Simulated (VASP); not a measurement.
A run of VASP 6.6.1:

The input INCAR:

```
  ALGO = Normal
  DIPOL = 0.5 0.5 0.294
  EDIFF = 1E-6
  ENCUT = 520
  GGA = PE
  IDIPOL = 3
  ISIF = 2
  ISMEAR = 0
  ISPIN = 2
  LASPH = T
  LCHARG = T
  LDIPOL = T
  LELF = T
  LMAXMIX = 4
  LORBIT = 11
  LREAL = F
  LVACPOTAV = T
  LVHAR = T
  LWAVE = F
  MAGMOM = 3
  NBANDS = 14
  NELM = 150
  PREC = Accurate
  SIGMA = 0.1
```

KPOINTS

```
k-points
0
Gamma
  6 6 1
```

The input POSCAR:

```
Co
1.0
    2.3782729964      0.0000000000      0.0000000000
   -1.1891364982      2.0596448320      0.0000000000
    0.0000000000      0.0000000000     23.8000000000
Co
1
Direct
    0.0000000000      0.0000000000      0.2941176471
```

Potentials or basis: VASP PAW PBE potentials, release 64 (Co).

Launch:

```bash
$ cat potpaw_PBE.64/Co/POTCAR > POTCAR
$ mpirun -np 1 vasp_std > vasp.out
```

Hardware: 1 thread of Intel(R) Xeon(R) 6975P-C (Granite Rapids), on a shared host.

**Question.** How long does it take, and how much memory?

**Answer.** Run time: 36 s on 1 thread of Intel(R) Xeon(R) 6975P-C (Granite Rapids), on a shared host, peak memory 0.26 GiB. Counts: scf iterations 37, k points 7.
